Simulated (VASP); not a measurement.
A convergence study with VASP on FePt (L1_0): one setting is varied, all else stays as given below, so the limit is that of these other settings.

```xyz
2
Lattice="2.7200 0.0000 0.0000 0.0000 2.7200 0.0000 0.0000 0.0000 3.7100" Properties=species:S:1:pos:R:3 pbc="T T T"
Fe     0.0000     0.0000     0.0000
Pt     1.3600     1.3600     1.8550
```
Starting moments (μB, in the order of the record's atoms Fe Pt): 3.0 0.0.

These are PBE GGA, VASP's PBE PAW potentials (set 64) (plane waves; VASP) values and carry that method's errors. The tightest run used: 550 eV cut-off, 19×19×14 Monkhorst-Pack mesh, first-order Methfessel-Paxton smearing of 0.10 eV, potentials Fe Pt.

| setting | E (eV/atom) | pressure (GPa) | moment (μB) | irreducible k-points |
|---|---|---|---|---|
| 1×1×1 mesh | -9.7040 | 10.63 | 4.013 | 1 |
| 2×2×1 mesh | -8.3613 | -17.11 | 1.999 | 1 |
| 3×3×2 mesh | -7.4098 | 4.90 | 3.333 | 3 |
| 4×4×3 mesh | -7.3454 | 8.37 | 3.674 | 6 |
| 5×5×4 mesh | -7.3737 | 6.01 | 3.398 | 12 |
| 6×6×4 mesh | -7.3826 | 5.90 | 3.442 | 12 |
| 7×7×5 mesh | -7.3881 | 4.10 | 3.220 | 30 |
| 8×8×6 mesh | -7.3907 | 4.54 | 3.289 | 30 |
| 9×9×7 mesh | -7.3982 | 4.30 | 3.257 | 60 |

These are the cheaper rows. Estimate the results at 19×19×14 mesh, and how far the last row shown lies from them.

| quantity | tightest run | last row shown is off by |
|---|---|---|
| E (eV/atom) | -7.3984 | 0.0002 |
| pressure (GPa) | 4.06 | 0.24 |
| moment (μB) | 3.256 | 0.000 |

Left out are rungs that failed or repeat a setting and relaxations that didn't move; long series are thinned to 24 rows.

The compound is FePt in the L1_0 structure. The cell was not relaxed at this level. The spin order is the one that the start imposed; others were not tried in this run.
